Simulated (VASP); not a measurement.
# YAl2Pd5 under strain, part 5 of 5

How does the pressure of YAl2Pd5 answer to a change of volume? The bands are shown for each cell. All runs use PBEsol. Left out of this account: at least 1 further run (self-consistent run: a reference on another mesh). The start is a computed cell from the Materials Project.

VASP 6.6.1; PBEsol; plane waves and PAW (Y_sv, Al, Pd).

Still holding for the runs below: This run has no spin polarisation. Its electron count is odd, so without a moment it is a metal by construction. Spin-orbit coupling is off here; it would split degenerate levels.

So far, pressure (GPa): step 2 (bands, cell as listed) -3.11; step 4 (cell volume +8.0 %) -12.3; step 5 (bands, sheared, principal strains -1.5, +0.4, +1.2 %) -3.04; step 6 (cell volume -4.0 %) 3.43; step 7 (cell volume -8.0 %) 11.7.

### 8. Bands, atoms displaced by up to 0.07 Å

In the first cell the atoms are moved off their sites at random; since the same shifts repeat in every cell, this is a frozen displacement of whole sublattices.

INCAR reads:

```
SYSTEM = YAl2Pd5
PREC = Accurate
ENCUT = 400
EDIFF = 1E-06
NELM = 100
ISMEAR = -1
SIGMA = 0.05
LREAL = .FALSE.
ALGO = Normal
GGA = PS
NBANDS = 53
LASPH = .TRUE.
LORBIT = 11
LWAVE = .FALSE.
LCHARG = .FALSE.
KPAR = 8
```

POSCAR reads:

```
YAl2Pd5
1.0
    0.0000000000     -4.1108770000      0.0000000000
   -4.1108770000      0.0000000000      0.0000000000
    2.0554385000     -2.0554385000     -7.4450840500
Y Al Pd
1 2 5
Direct
   -0.0059430000      0.0109600000      0.0020900000
    0.7384790000      0.2633800000      0.5024030000
    0.2652240000      0.7523540000      0.4949330000
    0.5025160000      0.5083380000      0.0039130000
    0.8620680000      0.6467020000      0.2890930000
    0.3512450000      0.1393520000      0.2932890000
    0.1422480000      0.3541200000      0.7126740000
    0.6376770000      0.8601210000      0.7173880000
```

KPOINTS reads:

```
Automatic mesh
0
Gamma
8 8 8
0 0 0
```

KPOINTS_OPT reads:

```
Line mode
12
Line-mode
Reciprocal
  0.00000000   0.00000000   0.00000000 GAMMA
  0.50000000  -0.50000000   0.50000000 X

  0.50000000  -0.50000000   0.50000000 X
  0.53811007  -0.46188993   0.50000000 Y

  0.53811007  -0.46188993   0.50000000 Y
  0.53811007   0.00000000   0.26905504 S

  0.53811007   0.00000000   0.26905504 S
  0.00000000   0.00000000   0.00000000 GAMMA

  0.00000000   0.00000000   0.00000000 GAMMA
  0.00000000   0.00000000  -0.50000000 Z

  0.00000000   0.00000000  -0.50000000 Z
  0.46188993   0.00000000  -0.26905504 S1

  0.46188993   0.00000000  -0.26905504 S1
  0.50000000   0.00000000   0.00000000 N

  0.50000000   0.00000000   0.00000000 N
  0.50000000  -0.50000000   0.25000000 P

  0.50000000  -0.50000000   0.25000000 P
  0.46188993  -0.46188993  -0.03811007 Y1

  0.46188993  -0.46188993  -0.03811007 Y1
  0.00000000   0.00000000  -0.50000000 Z

  0.50000000  -0.50000000   0.50000000 X
  0.50000000  -0.50000000   0.25000000 P
```

The projector-augmented-wave data sets are Y_sv, Al and Pd (PBE family, release 64).

Command:

```sh
$ mpirun -np 8 vasp_std
```

Log:

```text
[... set-up lines as in an earlier step ...]
 entering main loop
       N       E                     dE             d eps       ncg     rms          rms(c)
DAV:   1     0.334181662011E+03    0.33418E+03   -0.26880E+04 27560   0.982E+02
DAV:   2    -0.403891508512E+02   -0.37457E+03   -0.34768E+03 29651   0.258E+02
DAV:   3    -0.545485040657E+02   -0.14159E+02   -0.13922E+02 34869   0.482E+01
DAV:   4    -0.548890487648E+02   -0.34054E+00   -0.33902E+00 37816   0.612E+00
DAV:   5    -0.548947036232E+02   -0.56549E-02   -0.56538E-02 31501   0.727E-01    0.405E+01
DAV:   6    -0.528387408446E+02    0.20560E+01   -0.77512E+00 31996   0.164E+01    0.196E+01
DAV:   7    -0.526352705022E+02    0.20347E+00   -0.21838E+00 30858   0.109E+01    0.138E+01
DAV:   8    -0.524197854916E+02    0.21549E+00   -0.11192E+00 31579   0.911E+00    0.279E+00
DAV:   9    -0.523763322236E+02    0.43453E-01   -0.26104E-01 30372   0.481E+00    0.145E+00
DAV:  10    -0.523587924656E+02    0.17540E-01   -0.43794E-02 30123   0.200E+00    0.349E-01
DAV:  11    -0.523587621616E+02    0.30304E-04   -0.56455E-03 32122   0.351E-01    0.147E-01
DAV:  12    -0.523587010537E+02    0.61108E-04   -0.54899E-04 31717   0.188E-01    0.722E-02
DAV:  13    -0.523586838207E+02    0.17233E-04   -0.10502E-04 31397   0.109E-01    0.485E-02
DAV:  14    -0.523586733946E+02    0.10426E-04   -0.42124E-05 29850   0.523E-02    0.157E-02
DAV:  15    -0.523586734123E+02   -0.17755E-07   -0.49697E-06 30233   0.139E-02
   1 F= -.52358673E+02 E0= -.52349899E+02  d E =-.175482E-01
 Start KPOINTS_OPT (optional k-point list driver)
k-point batch [1-132\132]
       N       E                     dE             ncg
DAV:   1     0.902476247667E+05   -0.10852E+06    13992
DAV:   2     0.413865551411E+05   -0.48861E+05    15250
DAV:   3     0.395796709899E+05   -0.18069E+04    18025
DAV:   4     0.395367172813E+05   -0.42954E+02    18748
DAV:   5     0.395359382857E+05   -0.77900E+00    16132
DAV:   6     0.395359165808E+05   -0.21705E-01    17874
DAV:   7     0.395359159297E+05   -0.65111E-03    15968
DAV:   8     0.395359159060E+05   -0.23715E-04    12645
DAV:   9     0.395359159047E+05   -0.12758E-05     9851
DAV:  10     0.395359159044E+05   -0.28017E-06     9197
```

Wall time 98 s (8 MPI ranks of Intel Xeon 6975P-C (Granite Rapids), shared host); peak memory 12 GiB.

OUTCAR, selected parts (step 8):

```text
   NELECT =      67.0000    total number of electrons

 E-fermi :   8.9548

 k-point     1 :       0.0000    0.0000    0.0000
  band No.  band energies     occupation
    ...
     28       6.9973      2.00000
     29       7.1512      2.00000
     30       7.5546      2.00000
     31       7.8771      2.00000
     32       7.9947      2.00000
     33       9.7020      0.00000
     34       9.7077      0.00000
     35      11.6595      0.00000
     36      11.7861      0.00000
     37      11.9045      0.00000
    ...

  Total       -2.3866977     -2.4251516     -2.5165035     -0.0167636      0.0847224     -0.1737363
  in kB      -30.3927097    -30.8823899    -32.0456842     -0.2134716      1.0788728     -2.2123947
  external PRESSURE =     -31.1069279 kB  Pullay stress =       0.0000000 kB

 POSITION                                       TOTAL-FORCE (eV/Angst)
 -----------------------------------------------------------------------------------
     -0.04076     -4.09074     -0.01556         0.167035     -0.154834      0.042818
     -0.05006     -4.06845     -3.74043         0.287056     -0.431240     -0.408985
     -2.07553     -2.10761     -3.68482         0.184031      0.441307     -0.162995
     -2.08167     -2.07382     -0.02913         0.019840      0.144283      0.057771
     -2.06430     -4.13807     -2.15232        -0.015356      0.027507      0.027617
      0.02998     -2.04676     -2.18356        -0.351768     -0.009142      0.215767
      0.00911     -2.04962     -5.30592        -0.199969      0.141679      0.030670
     -2.06130     -4.09596     -5.34101        -0.090868     -0.159559      0.197336
 -----------------------------------------------------------------------------------
    total drift:                                0.000046     -0.000061     -0.000432

  FREE ENERGIE OF THE ION-ELECTRON SYSTEM (eV)
  ---------------------------------------------------
  free  energy   TOTEN  =       -52.3586734123 eV

  energy  without entropy=      -52.3411251750  energy(sigma->0) =      -52.34989929

[... 5 parts as in an earlier step ...]

[... 12 further parts left out ...]
```

This step gave:

```
SCF cycles              : 15
irreducible k-points    : 260
symmetry operations     : 1
free energy (TOTEN)     : -52.3587 eV
energy at zero smearing : -52.3499 eV
Fermi energy            : 8.955 eV
pressure                : -3.111 GPa
```

Electronic bands along the path, in eV, zero at the Fermi level; # counts the bands kept in this run, so #1 is VASP's band 5:

| point | #27 | #28 | #29 | #30 | #31 | #32 | #33 | #34 |
| --- | --- | --- | --- | --- | --- | --- | --- | --- |
| Γ | -1.08 | -0.96 | 0.75 | 0.75 | 2.70 | 2.83 | 2.95 | 3.06 |
| 0.45 of the way | -1.52 | -1.49 | -0.25 | 0.17 | 0.48 | 1.38 | 2.36 | 2.93 |
| X | -1.70 | -1.37 | -0.83 | -0.76 | -0.34 | 1.07 | 1.12 | 1.84 |
| 0.45 of the way | -1.71 | -1.37 | -0.83 | -0.74 | -0.31 | 1.08 | 1.13 | 1.84 |
| Y | -1.76 | -1.36 | -0.81 | -0.70 | -0.22 | 1.11 | 1.14 | 1.85 |
| 0.45 of the way | -1.88 | -1.63 | -0.80 | -0.26 | 0.98 | 1.05 | 1.77 | 2.12 |
| S | -1.93 | -1.53 | -1.06 | -0.11 | 1.79 | 1.82 | 1.86 | 2.79 |
| 0.45 of the way | -1.45 | -1.39 | -0.77 | -0.34 | 1.73 | 2.29 | 2.51 | 2.60 |
| Γ | -1.08 | -0.96 | 0.75 | 0.75 | 2.70 | 2.83 | 2.95 | 3.06 |
| 0.55 of the way | -1.08 | -0.96 | 0.55 | 0.56 | 1.58 | 2.53 | 2.58 | 2.64 |
| Z | -0.96 | -0.34 | 0.36 | 0.38 | 0.45 | 2.34 | 2.35 | 2.48 |
| 0.45 of the way | -1.35 | -1.09 | -0.39 | 0.81 | 1.21 | 1.86 | 1.90 | 2.76 |
| S1 | -1.93 | -1.53 | -1.06 | -0.11 | 1.79 | 1.82 | 1.86 | 2.79 |
| 0.45 of the way | -1.98 | -1.53 | -1.00 | -0.27 | 1.67 | 1.82 | 2.03 | 2.78 |
| N | -2.01 | -1.52 | -0.87 | -0.42 | 1.58 | 1.82 | 2.14 | 2.79 |
| 0.55 of the way | -1.78 | -1.63 | -1.13 | -0.19 | 0.56 | 1.11 | 1.66 | 2.03 |
| P | -1.70 | -1.32 | -1.17 | -0.52 | -0.44 | 1.09 | 1.10 | 2.00 |
| 0.45 of the way | -1.60 | -1.57 | -0.96 | -0.61 | -0.35 | 1.09 | 1.11 | 1.90 |
| Y1 | -1.76 | -1.36 | -0.81 | -0.69 | -0.22 | 1.12 | 1.13 | 1.84 |
| 0.55 of the way | -1.26 | -0.94 | -0.16 | 0.17 | 1.11 | 1.70 | 2.06 | 2.16 |
| Z | -0.96 | -0.34 | 0.36 | 0.38 | 0.45 | 2.34 | 2.35 | 2.48 |
| jump to X | -1.70 | -1.37 | -0.83 | -0.76 | -0.34 | 1.07 | 1.12 | 1.84 |
| 0.55 of the way | -1.60 | -1.56 | -0.97 | -0.63 | -0.38 | 1.08 | 1.11 | 1.90 |
| P | -1.70 | -1.32 | -1.17 | -0.52 | -0.44 | 1.09 | 1.10 | 2.00 |

Of the projections kept (Y, Al, Pd), the largest for each band there, as a share of the weight inside these atoms' spheres; weight between the spheres isn't counted:

| point | #27 | #28 | #29 | #30 | #31 | #32 | #33 | #34 |
| --- | --- | --- | --- | --- | --- | --- | --- | --- |
| Γ | Pd 1.00 | Pd 1.00 | Pd 0.75 | Pd 0.75 | Pd 0.51 | Y 0.59 | Pd 0.72 | Pd 0.75 |
| X | Pd 1.00 | Pd 1.00 | Pd 0.71 | Pd 0.82 | Pd 0.94 | Pd 0.80 | Pd 0.72 | Pd 0.69 |
| Y | Pd 0.99 | Pd 1.00 | Pd 0.74 | Pd 0.83 | Pd 0.91 | Pd 0.75 | Pd 0.74 | Pd 0.69 |
| S | Pd 0.96 | Pd 0.99 | Pd 0.85 | Pd 0.76 | Pd 0.69 | Y 0.55 | Pd 0.67 | Y 0.52 |
| Γ | Pd 1.00 | Pd 1.00 | Pd 0.75 | Pd 0.75 | Pd 0.51 | Y 0.59 | Pd 0.72 | Pd 0.75 |
| Z | Pd 1.00 | Pd 0.72 | Pd 0.75 | Pd 0.74 | Pd 0.81 | Pd 0.50 | Pd 0.50 | Pd 0.51 |

Force by atom:

| atom | x (eV/Å) | y (eV/Å) | z (eV/Å) | size |
| --- | --- | --- | --- | --- |
| Y1 | 0.167 | -0.155 | 0.043 | 0.232 |
| Al2 | 0.287 | -0.431 | -0.409 | 0.660 |
| Al3 | 0.184 | 0.441 | -0.163 | 0.505 |
| Pd4 | 0.020 | 0.144 | 0.058 | 0.157 |
| Pd5 | -0.015 | 0.028 | 0.028 | 0.042 |
| Pd6 | -0.352 | -0.009 | 0.216 | 0.413 |
| Pd7 | -0.200 | 0.142 | 0.031 | 0.247 |
| Pd8 | -0.091 | -0.160 | 0.197 | 0.270 |

 The pressure is -3.11 GPa, and the symmetry operations fall from 16 to 1.

### 9. The runs together

| cell | mesh | pressure (GPa) | gap (eV) |
| --- | --- | --- | --- |
| cell as listed | 8×8×8 | -3.11 | none |
| volume times 1.04 | 8×8×8 | -8.27 | none |
| volume times 1.08 | 8×8×8 | -12.32 | none |
| sheared, principal strains -1.5, +0.4, +1.2 % | 8×8×8 | -3.04 | none |
| volume times 0.96 | 8×8×8 | 3.43 | none |
| volume times 0.92 | 8×8×8 | 11.70 | none |
| atoms displaced by up to 0.07 Å | 8×8×8 | -3.11 | none |

### 10. Results

- pressure, cell as listed: -3.11 GPa
- pressure, volume times 1.04: -8.27 GPa
- pressure, volume times 1.08: -12.3 GPa
- pressure, sheared, principal strains -1.5, +0.4, +1.2 %: -3.04 GPa
- pressure, volume times 0.96: 3.43 GPa
- pressure, volume times 0.92: 11.7 GPa
- pressure, atoms displaced by up to 0.07 Å: -3.11 GPa
- bulk modulus at the listed volume, shape and positions held: 147 GPa

The slope of pressure against ln V at the listed volume gives a bulk modulus of 147 GPa at fixed shape and positions, above that of a cell free to relax. The atoms were not relaxed in the changed cells. Spin-orbit coupling is left out; it would split some degenerate bands. With an odd electron count and no spin the cell is a metal by construction.

[Lines on the potential files, build, host, timing and source positions are cut from VASP's logs without a mark.]

[Logs are printed without paths, hosts, clocks, repeated set-up lines and the standing remarks that a program may print on its own settings, such as how far it seeks lower states.]

[Hosts, paths, dates, database ids (printed as entryN), source tags and the programs' standing remarks are cut or masked in the printed files.]

[A measured line is paired with the nearest computed mode of its activity, which favours agreement.]

[In band tables of VASP the shares of atoms and orbitals are scaled to a sum of 1 inside the atoms' spheres.]
